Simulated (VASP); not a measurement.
Set up this calculation in VASP 6.6.1, as the native input.

- Task: single point
- Functional: PBE
- Dispersion: D4
- Potentials or basis: VASP PAW PBE potentials, release 64 (Be, Mg)
- Cutoff: 520 eV
- k mesh: 6 × 6 × 6
- Occupations: fermi-dirac, width 0.1 eV
- Spin: no spin polarisation
- Dipole correction: no
- Further INCAR settings: ALGO = Normal; EDIFF = 1e-06; NBANDS = 9

The structure of MgBe lies in POSCAR:

```
MgBe
1.0
    3.0624478367      0.0000000000      0.0000000000
    0.0000000000      3.0624478367      0.0000000000
    0.0000000000      0.0000000000      3.0624478367
Be Mg
1 1
Direct
    0.5000000000      0.5000000000      0.5000000000
    0.0000000000      0.0000000000      0.0000000000
```

The cell was built by a generator and needn't be a form met in nature.

The input as run:

INCAR

```
SYSTEM = MgBe
ALGO = Normal ; EDIFF = 1E-6
ENCUT = 520 ; GGA = PE
ISIF = 2 ; ISMEAR = -1
IVDW = 13 ; LASPH = .TRUE.
LCHARG = .FALSE. ; LREAL = .FALSE.
LWAVE = .FALSE. ; NBANDS = 9
NELM = 80 ; PREC = Accurate
SIGMA = 0.1
```

KPOINTS

```
k-points
0
G
  6 6 6
  0 0 0
```

Potentials or basis: VASP PAW PBE potentials, release 64 (Be, Mg).

Run with:

```bash
$ cat potpaw_PBE.64/Be/POTCAR potpaw_PBE.64/Mg/POTCAR > POTCAR
$ mpirun -np 1 vasp_std > vasp.out
```

Results of the run:

* Pressure: -0.1 GPa
* Band gap on the k mesh: none (metal or under the smearing width)
* Dispersion energy per atom: -0.094 eV

Caveat: pairwise dispersion overbinds metals, which lowers pressure and volume.

Wall time 3.5 s on 1 thread of AMD EPYC 9R45 (Zen 5) (shared host), peak memory 0.1 GiB.
